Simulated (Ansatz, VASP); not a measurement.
## HfCl6: VASP beside Ansatz

```
Hf Cl
1.0
     6.99777    0.00000    0.00000
     0.00000    6.99777    0.00000
     0.00000    0.00000    6.99777
Hf Cl
1 6
Direct
  0.00000 0.00000 0.00000
  0.15088 0.50000 0.50000
  0.50000 0.50000 0.84912
  0.50000 0.50000 0.15088
  0.50000 0.15088 0.50000
  0.50000 0.84912 0.50000
  0.84912 0.50000 0.50000
```

Change from the starting cell: species swapped into the CaB6 type (Pm-3m, No. 221).

Alike in both runs: functional PBE; k mesh 4 × 4 × 4; occupations gaussian, width 0.1 eV; no spin polarisation.

Ansatz relaxed the structure, and its values are those at the end. VASP's run is a single point on that final structure, the one shown.

|  | VASP | Ansatz |
| --- | --- | --- |
| version | VASP 6.6.1 | Ansatz 0.2.0 |
| potentials or method | VASP PAW PBE potentials, release 64 (Hf_pv, Cl) | scalar-relativistic, plane waves, PAW |
| plane-wave cutoff (eV) | 520 | 420 |
| valence electrons in the cell | 52 | 68 |

|  | VASP | Ansatz | Ansatz less VASP |
| --- | --- | --- | --- |
| gap on the k mesh at the Fermi level (eV) | none | none | - |
| pressure (GPa) | -0.1 | 0.0 | +0.14 |
| rms of the force components (eV/Å) | 0.069 | 0.004 | -0.0643 |

A gap of «none» marks a metal or a gap that the smearing closes. With one functional, cell and mesh, what is left measures potentials, basis and numerics. The two sets of potentials don't hold the same shells in valence.

Spin-orbit coupling is left out, which matters for the levels of Hf.
